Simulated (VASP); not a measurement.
Crystal: Y3F.

```
CELL_PARAMETERS angstrom
6.26665 0.00000 0.00000
-3.13333 5.42708 0.00000
0.00000 0.00000 3.36199
ATOMIC_POSITIONS crystal
Y 0.50000 0.00000 0.00000
Y 0.00000 0.50000 0.00000
Y 0.50000 0.50000 0.00000
F 0.00000 0.00000 0.00000
```

The cell was built by a generator and needn't be a form met in nature.

- Program: VASP 6.6.1
- Task: relaxation of cell and atoms
- Functional: BLYP
- Dispersion: D3(BJ)
- Potentials or basis: VASP PAW PBE potentials, release 64 (Y_sv, F)
- Cutoff: 600 eV
- k mesh: 4 × 4 × 6
- Occupations: fermi-dirac, width 0.05 eV
- Spin: no spin polarisation

At the start: pressure -2.3 GPa; volume 28.58 Å³/atom.

Where does the relaxation end?

Over 6 steps the energy falls by 18.0 meV/atom and the volume is 26.22 Å³/atom (-8.3 %); space group P6/mmm (No. 191, to 0.05 Å).

Step by step:
```tsv
step	energy change (eV)	largest force (eV/Å)	pressure (GPa)	volume (Å³)
1	0.0000	0.0000	-2.30	114.34
2	-0.0652	0.0000	-0.76	107.68
3	-0.0715	0.0000	-0.02	105.11
4	-0.0715	0.0000	0.04	104.93
5	-0.0720	0.0000	0.03	104.89
6	-0.0720	0.0000	0.03	104.88
```

Final structure:
```
Y F
1.0
     6.10345    0.00000    0.00000
    -3.05173    5.28575    0.00000
     0.00000    0.00000    3.25085
Y F
3 1
Direct
  0.50000 0.00000 0.00000
  0.00000 0.50000 0.00000
  0.50000 0.50000 0.00000
  0.00000 0.00000 0.00000
```

Caveat: the PAW data sets were made with another functional, which shifts forces and pressure a little; pairwise dispersion overbinds metals, which lowers pressure and volume.
